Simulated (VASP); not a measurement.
Here is the system:

```yaml
crystal:
  lattice:
    - [3.76232, 0.00000, 0.00000]
    - [0.00000, 3.76232, 0.00000]
    - [0.00000, 0.00000, 3.76228]
  atoms:
    - { symbol: Ba, position: [0.00000, 0.00000, 0.99284] }
    - { symbol: Ti, position: [0.50000, 0.50000, 0.49316] }
    - { symbol: O, position: [0.50000, 0.50000, 0.99267] }
    - { symbol: O, position: [0.00000, 0.50000, 0.49267] }
    - { symbol: O, position: [0.50000, 0.00000, 0.49267] }
```

These are PBEsol GGA, VASP's PBE PAW potentials (set 64) (plane waves; VASP) values and carry that method's errors. Settings: 620 eV cut-off, 6×6×6 Γ-centred mesh, Gaussian smearing of 0.050 eV, potentials Ba_sv Ti_sv O.

Unless said otherwise, spin-orbit coupling is left out, though it shifts the bands of the heavy elements here.

Q: Predict the energy per atom (σ→0), pressure, band gap (on the k-mesh) with the smallest direct gap where there is one.

A: 
```
Quantity                                      Value
-----------------------------------  --------------
band gap (on the k-mesh)                    1.91 eV
smallest direct gap (on the k-mesh)         1.91 eV
energy per atom (σ→0)                -8154 meV/atom
pressure                                  45.01 GPa
```

Only differences to runs with the same potentials and settings are physical.

The compound is BaTiO3 in the tetragonal perovskite structure. It was relaxed first under an external pressure of 45 GPa.
